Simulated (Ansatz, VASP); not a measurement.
# PtC: VASP beside Ansatz, part 2 of 2

Wanted: the spread between two codes on one cell, functional and k mesh. The cell is generated by rule, not measured, and may not be a known phase. The cell is taken from a series of runs on this material, whose earlier steps may have relaxed, scaled, displaced or heated it; both programs get it as it stands.

VASP 6.6.1 and Ansatz 0.2.0.

So far. Step 2 (VASP: single point, PBEsol, pair 1): The run ends at a pressure of 5.86 GPa, with forces up to 0.44 eV/Å. Step 3 (Ansatz: single point, PBEsol, pair 1): The run ends at a pressure of 5.54 GPa, with forces up to 0.38 eV/Å.

### 6. VASP: single point, PBEsol, pair 2

Level of this step: PBEsol; plane waves and PAW (Pt, C); invented cell (VASP).

A single point gives forces, pressure and levels at one fixed geometry, so differences don't come from the geometry; what else differs is listed under the comparison.

File INCAR:

```
SYSTEM = PtC
PREC = Accurate
ENCUT = 600
EDIFF = 1E-06
NELM = 120
ISMEAR = 1
SIGMA = 0.2
LREAL = .FALSE.
ALGO = Normal
GGA = PS
NBANDS = 36
LASPH = .TRUE.
LORBIT = 11
LWAVE = .FALSE.
LCHARG = .FALSE.
ISIF = 2
GGA_COMPAT = .FALSE.
KPAR = 2
```

File POSCAR:

```
PtC
1.0
    0.0000000000     -2.2083183167     -2.2083183167
    0.0000000000      2.2083183167     -2.2083183167
    8.8332732670      0.0000000000      0.0000000000
Pt C
4 4
Direct
    0.5038458235      0.5038458235      0.7500000000
    0.4961541765      0.4961541765      0.2500000000
    0.0038458235      0.9961541765      0.5000000000
    0.9961541765      0.0038458235      0.0000000000
    0.5724533229      0.4275466771      0.0000000000
    0.4275466771      0.5724533229      0.5000000000
    0.9275466771      0.9275466771      0.7500000000
    0.0724533229      0.0724533229      0.2500000000
```

File KPOINTS:

```
Automatic mesh
0
Gamma
12 12 4
0 0 0
```

PAW data sets: Pt and C (PBE family, release 64).

Started as:

```bash
$ mpirun -np 2 vasp_std
```

Numbers of over 12 decimals in the logs are rounded to 6 here.

What it wrote:

```text
[banner, memory and clock lines left out]
running    2 mpi-ranks, on    1 nodes
[...]
[... a notice as in an earlier step ...]

 LDA part: xc-table for (Slater+PW92), standard interpolation
 POSCAR, INCAR and KPOINTS ok, starting setup
[...]
entering main loop
       N       E                     dE             d eps       ncg     rms          rms(c)
DAV:   1     0.365176281617E+03    0.36518E+03   -0.31498E+04  6048   0.169E+03
DAV:   2    -0.387566948644E+02   -0.40393E+03   -0.38799E+03  6856   0.348E+02
DAV:   3    -0.621945874020E+02   -0.23438E+02   -0.22567E+02  7208   0.763E+01
DAV:   4    -0.627786153203E+02   -0.58403E+00   -0.58129E+00  6788   0.122E+01
[...]
DAV:  12    -0.549996629936E+02    0.19949E-04   -0.97154E-05  6520   0.476E-02    0.448E-02
DAV:  13    -0.549996593444E+02    0.36492E-05   -0.10471E-05  6712   0.205E-02    0.372E-03
DAV:  14    -0.549996597872E+02   -0.44277E-06   -0.10734E-06  3056   0.607E-03
   1 F= -.54999660E+02 E0= -.55000550E+02  d E =0.267087E-02
```

From OUTCAR (step 6):

```text
  Total        0.3166804     12.0319645     12.0319645      0.0000000      0.0000000      0.0000000
  in kB        5.8892060    223.7546734    223.7546734      0.0000000      0.0000000      0.0000000
  external PRESSURE =     151.1328509 kB  Pullay stress =       0.0000000 kB

 POSITION                                       TOTAL-FORCE (eV/Angst)
 -----------------------------------------------------------------------------------
      6.62495      0.00000     -2.22530         0.000000      0.000000      2.571690
      2.20832      0.00000     -2.19133         0.000000      0.000000     -2.571690
      4.41664      2.19133     -2.20832        -0.000000      2.571690     -0.000000
      0.00000     -2.19133     -2.20832        -0.000000     -2.571690     -0.000000
      0.00000     -0.32000     -2.20832        -0.000000      2.546568     -0.000000
      4.41664      0.32000     -2.20832        -0.000000     -2.546568     -0.000000
      6.62495      0.00000     -4.09664         0.000000      0.000000     -2.546568
      2.20832      0.00000     -0.32000        -0.000000      0.000000      2.546568
 -----------------------------------------------------------------------------------
    total drift:                               -0.000000     -0.000000     -0.000000

  FREE ENERGIE OF THE ION-ELECTRON SYSTEM (eV)
  ---------------------------------------------------
  free  energy   TOTEN  =       -54.9996597872 eV

  energy  without entropy=      -55.0023306618  energy(sigma->0) =      -55.00055008

[... 2 parts as in an earlier step ...]

[... 1 further part left out ...]
[key lines of the parts left out:]
E-fermi :  11.2268
```

The run ends at a pressure of 15.11 GPa, with forces up to 2.6 eV/Å.

### 7. Ansatz: single point, PBEsol, pair 2

The same cell, functional, mesh and smearing now go to Ansatz, which takes its cutoff from its data sets.

The cell is taken from a series of runs on this material, whose earlier steps may have relaxed, scaled, displaced or heated it; both programs get it as it stands.

File input.yaml:

```yaml
crystal:
  lattice:
    - [0.0, -2.2083183167, -2.2083183167]
    - [0.0, 2.2083183167, -2.2083183167]
    - [8.833273267, 0.0, 0.0]
  atoms:
    - { symbol: Pt, position: [0.5038458235, 0.5038458235, 0.75] }
    - { symbol: Pt, position: [0.4961541765, 0.4961541765, 0.25] }
    - { symbol: Pt, position: [0.0038458235, -0.0038458235, 0.5] }
    - { symbol: Pt, position: [-0.0038458235, 0.0038458235, 0.0] }
    - { symbol: C, position: [0.5724533229, 0.4275466771, 0.0] }
    - { symbol: C, position: [0.4275466771, 0.5724533229, 0.5] }
    - { symbol: C, position: [-0.0724533229, -0.0724533229, 0.75] }
    - { symbol: C, position: [0.0724533229, 0.0724533229, 0.25] }
kpoints:
  mp_grid: { grid: [12, 12, 4] }
hamiltonian:
  xc: pbesol
scf:
  occupations: { method: methfessel_paxton, width: 0.2 }
output:
  forces: true
  stress: true
  eigenvalues: true
```

Started as:

```bash
$ ansatz run input.yaml --threads 4 --pin off --max-ram 7168MiB --backend cpu --events-out ev --progress --plain --runs-dir out
```

What it wrote:

```text
[...]
Crystal: 8 atoms, lattice volume = 86.154 Å³
Basis set: ecut = 420 eV, 1717 PW (Γ), exchange–correlation on 48×48×120 points (8 copies of the dense FFT grid, shifted against one another)
Bands: 53, of which v1, the nominal top of the filled ones, is band 44 counted from 1 (43 counted from 0)
Symmetry: 8 space group operations
[...]
k-points: 84 of 576 (time reversal used)
[...]
k-point 0: bands = [... 40 lower, 19.7071, 19.7071, 20.5402, 20.9113, 21.2131, 21.2131, 21.4241, 21.5223, ... 5 higher]
  k-point 1: bands = [... 40 lower, 20.0652, 20.0688, 20.6676, 21.0509, 21.1760, 21.3086, 21.3649, 21.4298, ... 5 higher]
  k-point 2: bands = [... 40 lower, 20.6078, 20.6078, 20.6599, 20.6599, 21.1597, 21.1597, 21.4385, 21.4385, ... 5 higher]
  k-point 83: bands = [... 40 lower, 18.6622, 18.6622, 18.6622, 18.6622, 20.2736, 20.2736, 20.2736, 20.2736, ... 5 higher]
[key lines of the parts left out:]
SCF converged after 6 iterations
Free energy (F): -50510.633529 eV
Fermi energy:    20.639182 eV
P = ⅓ Tr σ = 14.5813 GPa (145.813 kbar)
```

The run ends at a pressure of 14.58 GPa, with forces up to 2.4 eV/Å.

### 8. Comparison

What differs besides the data sets and the points named for the pairs above, as far as they apply: the data sets hold 88 valence electrons in Ansatz (on its default PAW (the set named soft_2) files) and 56 in VASP. Total energies have different zeros and are not compared.

The two programs side by side:

```csv
quantity,Ansatz,VASP,difference
pressure (GPa),14.58,15.11,-0.53
```

Forces (eV/Å; atoms numbered as in POSCAR):

```csv
atom,"Ansatz x, y, z","VASP x, y, z"
Pt1,"0.000, 0.000, 2.450","0.000, 0.000, 2.572"
Pt2,"0.000, 0.000, -2.450","0.000, 0.000, -2.572"
Pt3,"0.000, 2.450, 0.000","0.000, 2.572, 0.000"
Pt4,"0.000, -2.450, 0.000","0.000, -2.572, 0.000"
C5,"0.000, 2.435, 0.000","0.000, 2.547, 0.000"
C6,"0.000, -2.435, 0.000","0.000, -2.547, 0.000"
C7,"0.000, 0.000, -2.435","0.000, 0.000, -2.547"
C8,"0.000, 0.000, 2.435","0.000, 0.000, 2.547"
```

The forces differ by 68 meV/Å r.m.s., which is 4.6 % of the r.m.s. force of 1.478 eV/Å (both taken over all components).

### 9. VASP: single point, PBEsol, pair 3

A single point gives forces, pressure and levels at one fixed geometry, so differences don't come from the geometry; what else differs is listed under the comparison.

INCAR is that of step 6.

File POSCAR:

```
PtC
1.0
    0.0000000000     -2.2083183167     -2.2083183167
    0.0000000000      2.2083183167     -2.2083183167
    8.8332732670      0.0000000000      0.0000000000
Pt C
4 4
Direct
    0.5000000000      0.5000000000      0.7500000000
    0.5000000000      0.5000000000      0.2500000000
    0.9995192721      0.0004807279      0.5000000000
    0.0004807279      0.9995192721      0.0000000000
    0.4909433346      0.5090566654      0.0000000000
    0.5090566654      0.4909433346      0.5000000000
    0.0000000000      0.0000000000      0.7500000000
    0.0000000000      0.0000000000      0.2500000000
```

KPOINTS is that of step 6.

Started as:

```bash
$ mpirun -np 2 vasp_std
```

What it wrote:

```text
[... set-up lines as in an earlier step ...]
 entering main loop
       N       E                     dE             d eps       ncg     rms          rms(c)
DAV:   1     0.357391597715E+03    0.35739E+03   -0.31340E+04  9296   0.169E+03
DAV:   2    -0.394817138375E+02   -0.39687E+03   -0.38274E+03 10568   0.345E+02
DAV:   3    -0.616083464266E+02   -0.22127E+02   -0.21212E+02 11020   0.736E+01
DAV:   4    -0.621448334349E+02   -0.53649E+00   -0.53271E+00 10388   0.116E+01
[...]
DAV:  13    -0.552246681180E+02    0.25740E-04   -0.44053E-05 10004   0.297E-02    0.130E-02
DAV:  14    -0.552246658222E+02    0.22958E-05   -0.91174E-06 10388   0.165E-02    0.856E-03
DAV:  15    -0.552246656404E+02    0.18175E-06   -0.42268E-07  4708   0.379E-03
   1 F= -.55224666E+02 E0= -.55224532E+02  d E =-.400380E-03
```

OUTCAR, selected parts (step 9):

```text
  Total       -0.0628667      0.1740653     -0.0650872      0.0000000      0.0000000      0.0000000
  in kB       -1.1691124      3.2370377     -1.2104061      0.0000000      0.0000000      0.0000000
  external PRESSURE =       0.2858397 kB  Pullay stress =       0.0000000 kB

 POSITION                                       TOTAL-FORCE (eV/Angst)
 -----------------------------------------------------------------------------------
      6.62495      0.00000     -2.20832        -0.000000     -0.000000     -0.000000
      2.20832      0.00000     -2.20832        -0.000000     -0.000000     -0.000000
      4.41664     -2.20620     -2.20832        -0.000000      0.398226      0.000000
      0.00000      2.20620     -2.20832        -0.000000     -0.398226      0.000000
      0.00000      0.04000     -2.20832        -0.000000      0.470911      0.000000
      4.41664     -0.04000     -2.20832        -0.000000     -0.470911      0.000000
      6.62495      0.00000      0.00000        -0.000000      0.000000      0.000000
      2.20832      0.00000      0.00000         0.000000      0.000000      0.000000
 -----------------------------------------------------------------------------------
    total drift:                                0.000000      0.000000     -0.000000

  FREE ENERGIE OF THE ION-ELECTRON SYSTEM (eV)
  ---------------------------------------------------
  free  energy   TOTEN  =       -55.2246656404 eV

  energy  without entropy=      -55.2242652609  energy(sigma->0) =      -55.22453218

[... 1 part as in an earlier step ...]

[... 2 further parts left out ...]
[key lines of the parts left out:]
E-fermi :  10.8483
```

The run ends at a pressure of 0.03 GPa, with forces up to 0.47 eV/Å.

### 10. Ansatz: single point, PBEsol, pair 3

The same cell, functional, mesh and smearing now go to Ansatz, which takes its cutoff from its data sets.

The cell is taken from a series of runs on this material, whose earlier steps may have relaxed, scaled, displaced or heated it; both programs get it as it stands.

input.yaml, the sections that differ from step 7:

```yaml
crystal:
  lattice:
    - [0.0, -2.2083183167, -2.2083183167]
    - [0.0, 2.2083183167, -2.2083183167]
    - [8.833273267, 0.0, 0.0]
  atoms:
    - { symbol: Pt, position: [0.5, 0.5, 0.75] }
    - { symbol: Pt, position: [0.5, 0.5, 0.25] }
    - { symbol: Pt, position: [-0.0004807279, 0.0004807279, 0.5] }
    - { symbol: Pt, position: [0.0004807279, -0.0004807279, 0.0] }
    - { symbol: C, position: [0.4909433346, 0.5090566654, 0.0] }
    - { symbol: C, position: [0.5090566654, 0.4909433346, 0.5] }
    - { symbol: C, position: [0.0, 0.0, 0.75] }
    - { symbol: C, position: [0.0, 0.0, 0.25] }
# kpoints, hamiltonian, scf, output: as in step 7
```

Started as:

```bash
$ ansatz run input.yaml --threads 4 --pin off --max-ram 7168MiB --backend cpu --events-out ev --progress --plain --runs-dir out
```

What it wrote:

```text
[...]
Crystal: 8 atoms, lattice volume = 86.154 Å³
Basis set: ecut = 420 eV, 1717 PW (Γ), exchange–correlation on 48×48×120 points (8 copies of the dense FFT grid, shifted against one another)
Bands: 53, of which v1, the nominal top of the filled ones, is band 44 counted from 1 (43 counted from 0)
Symmetry: 8 space group operations
[...]
k-points: 129 of 576
[...]
k-point 0: bands = [... 40 lower, 18.5217, 18.5234, 19.9652, 19.9756, 19.9847, 20.5702, 20.5721, 20.5861, ... 5 higher]
  k-point 1: bands = [... 40 lower, 19.1226, 19.1262, 20.0725, 20.0810, 20.3226, 20.3390, 20.4499, 20.5306, ... 5 higher]
  k-point 2: bands = [... 40 lower, 19.8192, 19.8192, 19.8215, 19.8215, 20.3053, 20.3053, 20.3120, 20.3120, ... 5 higher]
  k-point 128: bands = [... 40 lower, 18.8481, 18.8481, 18.8561, 18.8561, 19.7400, 19.7400, 19.7526, 19.7526, ... 5 higher]
[key lines of the parts left out:]
SCF converged after 6 iterations
Free energy (F): -50510.803330 eV
Fermi energy:    20.274650 eV
P = ⅓ Tr σ = -0.1076 GPa (-1.076 kbar)
```

The run ends at a pressure of -0.11 GPa, with forces up to 0.48 eV/Å.

### 11. Side by side

What differs besides the data sets and the points named for the pairs above, as far as they apply: the data sets hold 88 valence electrons in Ansatz (on its default PAW (the set named soft_2) files) and 56 in VASP. Total energies have different zeros and are not compared.

The two programs side by side:

| quantity | Ansatz | VASP | difference |
| --- | --- | --- | --- |
| pressure (GPa) | -0.11 | 0.03 | -0.14 |

Forces (eV/Å; atoms numbered as in POSCAR):

| atom | Ansatz x, y, z | VASP x, y, z |
| --- | --- | --- |
| Pt1 | 0.000, 0.000, 0.000 | 0.000, 0.000, 0.000 |
| Pt2 | 0.000, 0.000, 0.000 | 0.000, 0.000, 0.000 |
| Pt3 | 0.000, 0.405, 0.000 | 0.000, 0.398, 0.000 |
| Pt4 | 0.000, -0.405, 0.000 | 0.000, -0.398, 0.000 |
| C5 | 0.000, 0.476, 0.000 | 0.000, 0.471, 0.000 |
| C6 | 0.000, -0.476, 0.000 | 0.000, -0.471, 0.000 |
| C7 | 0.000, 0.000, 0.000 | 0.000, 0.000, 0.000 |
| C8 | 0.000, 0.000, 0.000 | 0.000, 0.000, 0.000 |

The forces differ by 2.4 meV/Å r.m.s., which is 1.3 % of the r.m.s. force of 0.178 eV/Å (both taken over all components).

### 12. Results

```yaml
r_m_s_force_difference_single_point_pbesol_pair_1: 15 % of the r.m.s. force
r_m_s_force_difference_single_point_pbesol_pair_2: 4.6 % of the r.m.s. force
difference_in_pressure_single_point_pbesol_pair_2: -0.53 GPa
r_m_s_force_difference_single_point_pbesol_pair_3: 2.4 meV/Å
```

**Reading.** The r.m.s. force difference is 15 % of the r.m.s. force (single point, PBEsol, pair 1), beyond the 3 % picked in this series as the mark of a large difference. The data sets hold unlike numbers of valence electrons (88 in Ansatz and 56 in VASP), so part of the differences comes from the potentials. Single point, PBEsol, pair 1, VASP with the data sets Pt_sv_GW and C: r.m.s. force difference goes from 35 to 3.8 meV/Å; the difference in pressure goes from -0.32 to 0.66 GPa. What causes the difference of the single point, PBEsol, pair 2 pair stays open here. 5 further runs of this series are not shown here. How closely two codes agree says nothing of how well the functional describes the real material.

[Lines on the potential files, build, host, timing and source positions are cut from VASP's logs without a mark.]

[Logs are printed without paths, hosts, clocks, repeated set-up lines and the standing remarks that a program may print on its own settings, such as how far it seeks lower states.]

[Hosts, paths, dates, database ids (printed as entryN), source tags and the programs' standing remarks are cut or masked in the printed files.]
